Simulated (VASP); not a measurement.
Input for VASP

### INCAR
```
ISMEAR  =  0
ENCUT  =  600   # plane-wave cut-off (eV)
LWAVE  =  .FALSE.
LCHARG  =  .FALSE.
LMAXMIX  =  4   # l cut-off of mixed one-centre charges
NELM  =  100   # most electronic steps
ISIF  =  2
PREC  =  Accurate
LMIXTAU  =  .TRUE.
LASPH  =  .TRUE.   # aspherical one-centre terms
SYSTEM  =  GaN
SIGMA  =  0.05
EDIFF  =  1E-7   # SCF stop (eV)
ALGO  =  Normal
LREAL  =  .FALSE.   # projection in real space or not
METAGGA  =  R2SCAN
```

**POSCAR**
```
GaN
3.1891480
  0.5000000780  -0.8660255270   0.0000000000
  0.5000000780   0.8660255270   0.0000000000
  0.0000000000   0.0000000000   1.6275997110
Ga N
2 2
direct
  0.6666670000   0.3333330000   0.5000958380
  0.3568502492   0.6901842492   0.0000958380
  0.6666670000   0.3333330000   0.8769041620
  0.3333330000   0.6666670000   0.3769041620
```

KPOINTS:
```
Automatic mesh
0
Gamma
8 8 4
0 0 0
```

POTCAR, in this order: Ga_d N (PBE.64 set). Program: vasp_std.

Translate this r2SCAN calculation to Ansatz.

One equivalent input (not run):
Ansatz 0.2 input:
```yaml
crystal:
  lattice:
    - [1.5945742, -2.7618836, 0.0000000]
    - [1.5945742, 2.7618836, 0.0000000]
    - [0.0000000, 0.0000000, 5.1906564]
  atoms:
    - { symbol: Ga, position: [0.6666670, 0.3333330, 0.5000958] }
    - { symbol: Ga, position: [0.3568502, 0.6901842, 0.0000958] }
    - { symbol: N, position: [0.6666670, 0.3333330, 0.8769042] }
    - { symbol: N, position: [0.3333330, 0.6666670, 0.3769042] }
kpoints:
  mp_grid: { grid: [8, 8, 4] }
hamiltonian:
  xc: r2scan
  pseudopotentials: { kind: paw }
scf:
  occupations: { method: gaussian, width: 0.05 }
  max_iter: 100
output: { forces: true, stress: true, eigenvalues: true }
```
What does not carry over: each code has its own PAW files, so the cut-off isn't converted (ENCUT is set for VASP's; basis.ecutwfc is left out, and Ansatz then takes the one that its files recommend); Ansatz stops its SCF on the density residual and VASP on the energy change (EDIFF).

The compound is GaN in the wurtzite structure. This cell was strained or had an atom moved on purpose.
